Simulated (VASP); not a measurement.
# CdP (Fm-3m) in VASP: single point with PBE

Aim: the single point of CdP with PBE.

All numbers are computed with VASP 6.6.1; they aren't measurements. Logs are shortened: lines on timing, memory, paths and dates and some standing lists are left out, and cuts for length are marked.

### 1 The structure

It takes space group Fm-3m (No. 225, cubic). The conventional cell has a = 5.494 Å, b = 5.494 Å, c = 5.494 Å, α = 90.00°, β = 90.00°, γ = 90.00°. Cd (site symmetry m-3m) has 6 P at 2.75 Å as nearest neighbours. Around P (site symmetry m-3m) lie 6 Cd at 2.75 Å.

The cell was built by a generator and needn't be a form met in nature.

### 2 Single point, PBE

Input file INCAR:

```
  ALGO = Fast
  EDIFF = 1E-6
  ENCUT = 520
  GGA = PE
  ISIF = 2
  ISMEAR = 1
  LASPH = T
  LCHARG = F
  LREAL = F
  LWAVE = F
  NBANDS = 16
  NELM = 100
  PREC = Accurate
  SIGMA = 0.0147
```

Input file KPOINTS:

```
k-points
0
Gamma
  8 8 8
```

Input file POSCAR:

```
CdP
1.0
    0.0000000000      2.7469620000      2.7469620000
    2.7469620000      0.0000000000      2.7469620000
    2.7469620000      2.7469620000      0.0000000000
Cd P
1 1
Direct
    0.0000000000      0.0000000000      0.0000000000
    0.5000000000      0.5000000000      0.5000000000
```

Potentials or basis: VASP PAW PBE potentials, release 64 (Cd, P).

Launch:

```
$ cat potpaw_PBE.64/Cd/POTCAR potpaw_PBE.64/P/POTCAR > POTCAR
$ mpirun -np 1 vasp_std > vasp.out
```

OUTCAR:

```text
EDIFF = 1E-6
   ENCUT = 520
   GGA = PE
   ISIF = 2
   ISMEAR = 1
   LASPH = T
   LREAL = F
   NELM = 100
   PREC = Accurate

 ion  position               nearest neighbor table
   1  0.000  0.000  0.000-   2 2.75   2 2.75   2 2.75   2 2.75   2 2.75   2 2.75
   2  0.500  0.500  0.500-   1 2.75   1 2.75   1 2.75   1 2.75   1 2.75   1 2.75

  LATTYP: Found a face centered cubic cell.
 ALAT       =     5.4939240000

  Lattice vectors:

 A1 = (   0.0000000000,   2.7469620000,   2.7469620000)
 A2 = (   2.7469620000,   0.0000000000,   2.7469620000)
 A3 = (   2.7469620000,   2.7469620000,   0.0000000000)

Analysis of symmetry for initial positions (statically):
=====================================================================
 Subroutine PRICEL returns:
 Original cell was already a primitive cell.

 Routine SETGRP: Setting up the symmetry group for a
 face centered cubic supercell.

 Subroutine GETGRP returns: Found 48 space group operations
 (whereof 48 operations were pure point group operations)
 out of a pool of 48 trial point group operations.

The static configuration has the point symmetry O_h .

Analysis of symmetry for dynamics (positions and initial velocities):
=====================================================================
 Subroutine PRICEL returns:
 Original cell was already a primitive cell.

 Routine SETGRP: Setting up the symmetry group for a
 face centered cubic supercell.

 Subroutine GETGRP returns: Found 48 space group operations
 (whereof 48 operations were pure point group operations)
 out of a pool of 48 trial point group operations.

The dynamic configuration has the point symmetry O_h .

 Subroutine INISYM returns: Found 48 space group operations
 (whereof 48 operations are pure point group operations),
 and found     1 'primitive' translations

----------------------------------------------------------------------------------------

                                     Primitive cell

  volume of cell :      41.4561

  direct lattice vectors                    reciprocal lattice vectors
     0.000000000  2.746962000  2.746962000    -0.182019263  0.182019263  0.182019263
     2.746962000  0.000000000  2.746962000     0.182019263 -0.182019263  0.182019263
     2.746962000  2.746962000  0.000000000     0.182019263  0.182019263 -0.182019263

  length of vectors
     3.884790916  3.884790916  3.884790916     0.315266612  0.315266612  0.315266612

  position of ions in fractional coordinates (direct lattice)
     0.000000000  0.000000000  0.000000000
     0.500000000  0.500000000  0.500000000

  ion indices of the primitive-cell ions
   primitive index   ion index
                 1           1
                 2           2

----------------------------------------------------------------------------------------

 KPOINTS: k-points

Automatic generation of k-mesh.
 Grid dimensions read from file:
 generate k-points for:    8    8    8

 Generating k-lattice:

  Cartesian coordinates                     Fractional coordinates (reciprocal lattice)
    -0.022752408  0.022752408  0.022752408     0.125000000  0.000000000  0.000000000
     0.022752408 -0.022752408  0.022752408     0.000000000  0.125000000  0.000000000
     0.022752408  0.022752408 -0.022752408     0.000000000  0.000000000  0.125000000

  Length of vectors
     0.039408327  0.039408327  0.039408327

  Shift w.r.t. Gamma in fractional coordinates (k-lattice)
     0.000000000  0.000000000  0.000000000

 Subroutine IBZKPT returns following result:
 ===========================================

 Found     29 irreducible k-points:

 Following reciprocal coordinates:
            Coordinates               Weight
  0.000000  0.000000  0.000000      1.000000
  0.125000  0.000000  0.000000      8.000000
  0.250000  0.000000  0.000000      8.000000
  0.375000  0.000000  0.000000      8.000000
  0.500000  0.000000  0.000000      4.000000
  0.125000  0.125000  0.000000      6.000000
[... 16 lines left out ...]
  0.500000  0.250000  0.125000     48.000000
 -0.375000  0.250000  0.125000     24.000000
 [... further k-points ...]
   k-points           NKPTS =     29   k-points in BZ     NKDIM =     29   number of bands    NBANDS=     16
   number of dos      NEDOS =    301   number of ions     NIONS =      2
   total plane-waves  NPLWV =  27000
   dimension x,y,z NGX =    30 NGY =   30 NGZ =   30
   dimension x,y,z NGXF=    60 NGYF=   60 NGZF=   60
   ions per type =               1   1
   NGX,Y,Z   is equivalent  to a cutoff of  12.84, 12.84, 12.84 a.u.
   NGXF,Y,Z  is equivalent  to a cutoff of  25.68, 25.68, 25.68 a.u.
 SYSTEM =  unknown system
   PREC   = accura    normal or accurate (medium, high low for compatibility)
   ISTART =      0    job   : 0-new  1-cont  2-samecut
   ICHARG =      2    charge: 1-file 2-atom 10-const
   ISPIN  =      1    spin polarized calculation?
   LNONCOLLINEAR =      F non collinear calculations
   LSORBIT =      F    spin-orbit coupling
   LASPH  =      T    aspherical Exc in radial PAW
   ENCUT  =  520.0 eV  38.22 Ry    6.18 a.u.   7.22  7.22  7.22*2*pi/ulx,y,z
   NELM   =    100;   NELMIN=  2; NELMDL= -5     # of ELM steps
   EDIFF  = 0.1E-05   stopping-criterion for ELM
   LREAL  =      F    real-space projection
   EDIFFG = 0.1E-04   stopping-criterion for IOM
   NSW    =      0    number of steps for IOM
   IBRION =     -1    ionic relax: 0-MD 1-quasi-New 2-CG
   NFREE  =      0    steps in history (QN), initial steepest desc. (CG)
   ISIF   =      2    stress and relaxation
   ISYM   =      2    0-nonsym 1-usesym 2-fastsym
   POTIM  = 0.5000    time-step for ionic-motion
   TEBEG  =    0.0;   TEEND  =   0.0 temperature during run
   PSTRESS=    0.0 pullay stress
   NELECT =      17.0000    total number of electrons
   NUPDOWN=      -1.0000    fix difference up-down
   EMIN   =  10.00;   EMAX   =-10.00  energy-range for DOS
   EFERMI =   0.00;   METHOD = LEGACY
   ISMEAR =     1;   SIGMA  =   0.01  broadening in eV -4-tet -1-fermi 0-gaus
   EFERMI_NEDOS =   21; number of points for ismear=-14 and -15
   IALGO  =     68    algorithm
   IMIX   =      4    mixing-type and parameters
     AMIX     =   0.40;   BMIX     =  1.00
     AMIX_MAG =   1.60;   BMIX_MAG =  1.00
  volume/ion in A,a.u.               =      20.73       139.88
  Fermi-wavevector in a.u.,A,eV,Ry     =   1.216266  2.298409 20.127132  1.479302
  Thomas-Fermi vector in A             =   2.351625
   LORBIT       =      0    0 simple, 1 ext, 2 COOP (PROOUT), +10 PAW based schemes
   GGA     = PE    functional components
   LHFCALC =     F    Hartree Fock is set to
   AEXX    =    0.0000 exact exchange contribution
   IVDW    =     0    specifies the selected vdW correction
   LEPSILON=     F    determine dielectric tensor
   LRPA    =     F    only Hartree local field effects (RPA)
 non-spin polarized calculation
 RMM-DIIS sequential band-by-band and
 Methfessel and Paxton  Order N= 1 SIGMA  =   0.01
  energy-cutoff  :      520.00
  volume of cell :       41.46
 maximum number of plane-waves:      1139
 NGX is ok and might be reduce to    30
   NGX = 15   NGY = 15   NGZ = 15

 number of electron      17.0000006 magnetization

 Free energy of the ion-electron system (eV)
  ---------------------------------------------------
  ext. energy  EPLUGINS =         0.00000000
  ---------------------------------------------------
  free energy    TOTEN  =        -5.59516097 eV

  energy without entropy =       -5.59501925  energy(sigma->0) =       -5.59511373

 E-fermi :   3.4942     XC(G=0): -10.4426

 val. band max:        3.4912304367   @ k =   0.3750   0.1250   0.0000
 cond. band min:       3.5262795015   @ k =  -0.3750   0.2500   0.0000
 fundamental gap:      0.0350490647
 Fermi energy:         3.4941704392

 k-point     1 :       0.0000    0.0000    0.0000
  band No.  band energies     occupation
      1      -7.9405      2.00000
      2      -4.6962      2.00000
      3      -4.6962      2.00000
      4      -4.6550      2.00000
      5      -4.6550      2.00000
      6      -4.6550      2.00000
[... 8 lines left out ...]
     15      14.3368      0.00000
     16      14.3368      0.00000

 k-point     2 :       0.1250    0.0000    0.0000
  band No.  band energies     occupation
      1      -7.7582      2.00000
      2      -4.7293      2.00000
      3      -4.7293      2.00000
      4      -4.6666      2.00000
      5      -4.6293      2.00000
      6      -4.6293      2.00000
[... 8 lines left out ...]
     15      12.9387      0.00000
     16      13.8910      0.00000

 k-point     3 :       0.2500    0.0000    0.0000
  band No.  band energies     occupation
      1      -7.2451      2.00000
      2      -4.8159      2.00000
      3      -4.8159      2.00000
      4      -4.7042      2.00000
      5      -4.5574      2.00000
      6      -4.5574      2.00000
[... 8 lines left out ...]
     15      13.4797      0.00000
     16      13.6437      0.00000

 k-point     4 :       0.3750    0.0000    0.0000
  band No.  band energies     occupation
      1      -6.5475      2.00000
      2      -4.9008      2.00000
      3      -4.9008      2.00000
      4      -4.7853      2.00000
      5      -4.4827      2.00000
      6      -4.4827      2.00000
[... 8 lines left out ...]
     15      14.7827      0.00000
     16      14.7827      0.00000
[... 324 lines left out ...]
 k-point    22 :       0.3750    0.2500    0.1250
  band No.  band energies     occupation
      1      -6.9889      2.00000
      2      -4.7846      2.00000
      3      -4.7531      2.00000
      4      -4.7138      2.00000
      5      -4.5336      2.00000
      6      -4.4422      2.00000
[... 8 lines left out ...]
     15      16.0092      0.00000
     16      16.7518      0.00000

 k-point    23 :       0.5000    0.2500    0.1250
  band No.  band energies     occupation
      1      -6.6229      2.00000
      2      -4.8283      2.00000
      3      -4.7325      2.00000
      4      -4.6720      2.00000
      5      -4.4691      2.00000
      6      -4.2160      2.00000
[... 8 lines left out ...]
     15      16.3752      0.00000
     16      17.1728      0.00000

 k-point    24 :      -0.3750    0.2500    0.1250
  band No.  band energies     occupation
      1      -6.4737      2.00000
      2      -4.8632      2.00000
      3      -4.7313      2.00000
      4      -4.6323      2.00000
      5      -4.4379      2.00000
      6      -4.0020      2.00000
[... 8 lines left out ...]
     15      15.2891      0.00000
     16      17.5722      0.00000

 [... further k-points ...]

------------------------ aborting loop because EDIFF is reached ----------------------------------------

  FORCE on cell =-STRESS in cart. coord.  units (eV):
  Direction    XX          YY          ZZ          XY          YZ          ZX
  --------------------------------------------------------------------------------------
  -------------------------------------------------------------------------------------
  Total       -0.1559662     -0.1559662     -0.1559662      0.0000000     -0.0000000      0.0000000
  in kB       -6.0277189     -6.0277189     -6.0277189      0.0000000     -0.0000000      0.0000000
  external PRESSURE =      -6.0277189 kB  Pullay stress =       0.0000000 kB

 VOLUME and BASIS-vectors are now :
 -----------------------------------------------------------------------------
  energy-cutoff  :      520.00
  volume of cell :       41.46
      direct lattice vectors                 reciprocal lattice vectors
     0.000000000  2.746962000  2.746962000    -0.182019263  0.182019263  0.182019263
     2.746962000  0.000000000  2.746962000     0.182019263 -0.182019263  0.182019263
     2.746962000  2.746962000  0.000000000     0.182019263  0.182019263 -0.182019263

 POSITION                                       TOTAL-FORCE (eV/Angst)
 -----------------------------------------------------------------------------------
      0.00000      0.00000      0.00000         0.000000      0.000000      0.000000
      2.74696      2.74696      2.74696        -0.000000     -0.000000     -0.000000
 -----------------------------------------------------------------------------------
    total drift:                               -0.000000      0.000000      0.000000

  FREE ENERGIE OF THE ION-ELECTRON SYSTEM (eV)
  ---------------------------------------------------
  free  energy   TOTEN  =        -5.5951609670 eV

  energy  without entropy=       -5.5950192458  energy(sigma->0) =       -5.59511373
```

Wall time 16 s (1 thread of Intel Xeon Platinum 8488C (Sapphire Rapids), shared host); peak memory 0.16 GiB.

What came out:

| Quantity | Value |
| --- | --- |
| Free energy | -5.5952 eV |
| Pressure | -0.6 GPa |
| Band gap on the k mesh | none (metal or under the smearing width) |

Levels at points of the mesh, in eV from the Fermi level:
| k point | band 5 | band 6 | band 7 | band 8 | band 9 | band 10 | band 11 | band 12 | band 13 | band 14 |
| --- | --- | --- | --- | --- | --- | --- | --- | --- | --- | --- |
| (0.00, 0.00, 0.00) | -8.15 | -8.15 | 0.26 | 0.26 | 0.26 | 2.35 | 8.34 | 8.34 | 8.34 | 10.40 |
| (0.50, 0.00, 0.00) | -7.95 | -7.95 | -5.02 | 0.99 | 0.99 | 3.57 | 5.07 | 5.07 | 7.52 | 12.16 |
| (0.50, 0.50, 0.00) | -7.88 | -6.38 | -4.20 | -1.63 | -1.63 | -0.15 | 5.15 | 11.18 | 11.71 | 11.71 |
